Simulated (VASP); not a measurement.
Shape and ions are relaxed at each volume.

Energy against volume of Dy (hcp). Method: PBE GGA with D4 dispersion, VASP's PBE PAW potentials (set 64) (plane waves; VASP).

The 4f electrons are frozen in the core of the lanthanide potential, so 4f levels, which can set the real gap, and their magnetism are missing.

```tsv
V (Å³/atom)	E (eV/atom)
29.121	-4.76883
30.050	-4.78017
30.980	-4.78332
31.909	-4.77924
32.838	-4.76904
```

### Question
Fit a third-order Birch-Murnaghan equation of state.

### Answer

```json
{
 "volume_per_atom": "30.90 Å³/atom",
 "bulk_modulus": "41.4 GPa",
 "pressure_derivative_of_the_bulk_modulus": "3.76"
}
```

Measured: bulk modulus 40.5 GPa (computed value off by +2.2 %), as given by Wikipedia, Dysprosium (infobox). The calculation is for a static lattice, while the measured bulk modulus holds thermal and zero-point effects, which are part of the difference.

The compound is Dy in the hcp structure. It was relaxed first.
